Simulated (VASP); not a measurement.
```
BiB
1.0
    3.71146     0.00000     0.00000
   -1.85573     3.21422     0.00000
    0.00000     0.00000     6.07392
B Bi
2 2
Direct
  0.00000   0.00000   0.00000
  0.00000   0.00000   0.50000
  0.33333   0.66667   0.25000
  0.66667   0.33333   0.75000
```

All values below come from PBEsol GGA, VASP's PBE PAW potentials (set 64) (plane waves; VASP). Run with 620 eV cut-off, 10×10×5 Γ-centred mesh, first-order Methfessel-Paxton smearing of 0.10 eV, potentials B Bi_d.

Unless said otherwise, spin-orbit coupling is left out, though it shifts the bands of the heavy elements here.

Predict the energy per atom (σ→0), band gap (on the k-mesh) with the smallest direct gap where there is one.

| Property | Result |
|---|---|
| band gap (on the k-mesh) | none (metal, semimetal or under 0.01 eV) |
| energy per atom (σ→0) | -4.438 eV/atom |

Only differences to runs with the same potentials and settings are physical.

The structure was generated: BBi was put into the NiAs type type (P6_3/mmc), which need not be its known phase. It was relaxed first, which changed the volume by +19 %.
